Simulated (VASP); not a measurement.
Output of a VASP run:

File OSZICAR:
```
       N       E                     dE             d eps       ncg     rms          rms(c)
DAV:   1     0.197865697517E+03    0.19787E+03   -0.12751E+04  1536   0.146E+03
DAV:   2    -0.119001608864E+02   -0.20977E+03   -0.20173E+03  1544   0.305E+02
DAV:   3    -0.313399653263E+02   -0.19440E+02   -0.18151E+02  2048   0.988E+01
DAV:   4    -0.320346076411E+02   -0.69464E+00   -0.68965E+00  1576   0.199E+01
DAV:   5    -0.320444617285E+02   -0.98541E-02   -0.98526E-02  1744   0.214E+00    0.211E+01
DAV:   6    -0.325350919109E+02   -0.49063E+00   -0.54821E+01  2144   0.125E+02    0.380E+01
DAV:   7    -0.283598669985E+02    0.41752E+01   -0.28922E+01  1920   0.946E+01    0.255E+01
DAV:   8    -0.264241612358E+02    0.19357E+01   -0.92860E+00  2056   0.569E+01    0.794E+00
DAV:   9    -0.265340832047E+02   -0.10992E+00   -0.14103E+00  1776   0.151E+01    0.432E+00
DAV:  10    -0.265149506947E+02    0.19133E-01   -0.18430E-01  1864   0.622E+00    0.184E+00
DAV:  11    -0.265171918691E+02   -0.22412E-02   -0.11215E-02  1848   0.106E+00    0.956E-01
DAV:  12    -0.265172543857E+02   -0.62517E-04   -0.74272E-03  2248   0.116E+00    0.284E-01
DAV:  13    -0.265174675859E+02   -0.21320E-03   -0.12329E-03  1888   0.294E-01    0.111E-01
DAV:  14    -0.265174747668E+02   -0.71809E-05   -0.25257E-04  1816   0.162E-01    0.355E-02
DAV:  15    -0.265174889278E+02   -0.14161E-04   -0.41665E-05  1960   0.737E-02    0.240E-02
DAV:  16    -0.265174887415E+02    0.18629E-06   -0.37267E-06  1584   0.330E-02
   1 F= -.26517489E+02 E0= -.26514242E+02  d E =-.649443E-02  mag=    12.0000
```

**OUTCAR**
```
------------------------ aborting loop because EDIFF is reached ----------------------------------------
  FORCE on cell =-STRESS in cart. coord.  units (eV):
  Direction    XX          YY          ZZ          XY          YZ          ZX
  --------------------------------------------------------------------------------------
  Total       -0.7147554     -0.7147554     -0.7147554     -0.0000000     -0.0000000     -0.0000000
  in kB      -22.3792381    -22.3792381    -22.3792381     -0.0000000     -0.0000000     -0.0000000
  external PRESSURE =     -22.3792381 kB  Pullay stress =       0.0000000 kB
  volume of cell :       51.17
      direct lattice vectors                 reciprocal lattice vectors
     0.000000000  2.946666000  2.946666000    -0.169683296  0.169683296  0.169683296
     2.946666000  0.000000000  2.946666000     0.169683296 -0.169683296  0.169683296
     2.946666000  2.946666000  0.000000000     0.169683296  0.169683296 -0.169683296
 POSITION                                       TOTAL-FORCE (eV/Angst)
 -----------------------------------------------------------------------------------
      0.00000      0.00000      0.00000        -0.000000     -0.000000     -0.000000
      2.94667      2.94667      2.94667        -0.000000     -0.000000     -0.000000
      1.47333      1.47333      1.47333         0.000000      0.000000     -0.000000
      4.42000      4.42000      4.42000        -0.000000     -0.000000      0.000000
 -----------------------------------------------------------------------------------
    total drift:                               -0.000000     -0.000000      0.000000
  FREE ENERGIE OF THE ION-ELECTRON SYSTEM (eV)
  ---------------------------------------------------
  free  energy   TOTEN  =       -26.5174887415 eV

  energy  without entropy=      -26.5109943070  energy(sigma->0) =      -26.51424152

 total charge

# of ion       s       p       d       tot
------------------------------------------
    1        1.315   2.108   0.000   3.423
    2        0.554   0.350   6.132   7.035
    3        0.394   0.367   5.983   6.744
    4        0.394   0.367   5.983   6.744
--------------------------------------------------
tot          2.658   3.192  18.098  23.947

 magnetization (x)

# of ion       s       p       d       tot
------------------------------------------
    1        0.109   0.830   0.000   0.939
    2        0.110   0.103   3.081   3.294
    3        0.061   0.066   3.398   3.525
    4        0.061   0.066   3.398   3.525
--------------------------------------------------
tot          0.341   1.065   9.876  11.283
```
(Selected blocks of OUTCAR.)

File POSCAR:
```
Fe3N
1
    0.0000000000     2.9466660000     2.9466660000
    2.9466660000     0.0000000000     2.9466660000
    2.9466660000     2.9466660000     0.0000000000
N Fe
1 3
Direct
  0.0000000000   0.0000000000   0.0000000000
  0.5000000000   0.5000000000   0.5000000000
  0.2500000000   0.2500000000   0.2500000000
  0.7500000000   0.7500000000   0.7500000000
```

### Question
Write an INCAR and KPOINTS that could have produced this output.

### Answer
This is not unique; one that fits is the input of the run itself, PBE GGA, plane waves, VASP's PBE PAW potentials (set 64).

### KPOINTS
```
kpoints
0
G
 6 6 6
0 0 0
```

**INCAR**
```
SYSTEM = Fe3N
PREC = Accurate
ENCUT = 520
EDIFF = 1E-6
NELM = 100
ALGO = Normal
LREAL = .FALSE.
LASPH = .TRUE.
ISMEAR = 0
SIGMA = 0.05
GGA = PE
LMAXMIX = 4
ISPIN = 2
MAGMOM = 0.0 4.0 4.0 4.0
LORBIT = 10
LWAVE = .FALSE.
LCHARG = .FALSE.
ISIF = 2
NUPDOWN = 12
```

POTCAR, in this order: N Fe (PBE.64 set). Program: vasp_std.

The moments were started parallel, and other spin orders were not tried in this run.

The structure was generated: Fe3N was put into the D03 type (Fm-3m), which need not be its known phase. The cell was not relaxed at this level. The run is one of a series of settings (NUPDOWN = 12 against the base run), some of them coarse on purpose.
